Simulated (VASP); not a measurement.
CsPbCl3:

```
Cs Pb Cl
1.0
     5.67673    0.00000    0.00000
     0.00000    5.67673    0.00000
     0.00000    0.00000    5.67673
Cs Pb Cl
1 1 3
Direct
  0.00000 0.00000 0.00000
  0.50000 0.50000 0.50000
  0.50000 0.50000 0.00000
  0.00000 0.50000 0.50000
  0.50000 0.00000 0.50000
```

Base run:

| Quantity | Value |
| --- | --- |
| Program | VASP 6.6.1 |
| Functional | PBE |
| Potentials or basis | VASP PAW PBE potentials, release 64 (Cs_sv, Pb_d, Cl) |
| Cutoff | 520 eV |
| k mesh | 4 × 4 × 4 |
| Occupations | gaussian, width 0.01 eV |
| Spin | no spin polarisation |

Its results: band gap on the k mesh 2.10 eV, direct; pressure 0.7 GPa.

Task: The run is repeated on the same cell with these changes: functional from PBE to r2SCAN; further incar settings from ALGO = Normal; EDIFF = 1e-06; NBANDS = 30 to ALGO = Normal; EDIFF = 1e-07; NBANDS = 30. What comes out?

Result: Band gap on the k mesh 2.48 eV, direct; pressure 0.0 GPa.

Caveats: spin-orbit coupling is left out, which as a rule narrows the gap of such compounds by several tenths of an eV; the PAW data sets were made with another functional, which shifts forces and pressure a little (some runs).

A k mesh can miss the band edges.
